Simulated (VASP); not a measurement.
Here is the system:

```xyz
3
Lattice="0.0000 2.6987 2.6987 2.6987 0.0000 2.6987 2.6987 2.6987 0.0000" Properties=species:S:1:pos:R:3 pbc="T T T"
Ce     0.0000     0.0000     0.0000
O      1.3493     1.3493     1.3493
O      4.0480     4.0480     4.0480
```

These are PBEsol GGA with spin-orbit coupling, VASP's PBE PAW potentials (set 64) (plane waves; VASP 6.6.1) values and carry that method's errors. Run with 520 eV cut-off, 7×7×7 Γ-centred mesh, Gaussian smearing of 0.050 eV, potentials Ce O.

### Question
Estimate the energy per atom (σ→0), band gap (over mesh and band path) with the smallest direct gap where there is one.

### Answer

| Property | Value |
|---|---|
| band gap (over mesh and band path) | 1.87 eV |
| smallest direct gap (over mesh and band path) | 1.97 eV |
| energy per atom (σ→0) | -9.293 eV/atom |

Only differences to runs with the same potentials and settings are physical.

The compound is CeO2 in the fluorite structure. It was relaxed first.
